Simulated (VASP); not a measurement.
Energy against volume of Pt (fcc). Method: SCAN meta-GGA, VASP's PBE PAW potentials (set 64) (plane waves; VASP). Numerical set-up: 520 eV cut-off, 16×16×16 Γ-centred mesh, first-order Methfessel-Paxton smearing of 0.10 eV, potentials Pt.

```json
[
 {"V (Å³/atom)": "14.348", "E (eV/atom)": "-70.24064"},
 {"V (Å³/atom)": "14.792", "E (eV/atom)": "-70.25366"},
 {"V (Å³/atom)": "15.235", "E (eV/atom)": "-70.24214"},
 {"V (Å³/atom)": "15.679", "E (eV/atom)": "-70.21034"}
]
```

Question: Fit these four points and predict the energy of the run at 13.904 Å³/atom.

Answer: A cubic in V^(−2/3), the third-order Birch-Murnaghan form, passes through the four points with V0 = 14.79 Å³/atom and B0 = 295 GPa, and gives -70.1978 eV/atom there. The run gave -70.1979 eV/atom, -0.1 meV/atom from the fit; all five points give B0 = 295 GPa.

The compound is Pt in the fcc structure. It was relaxed first.
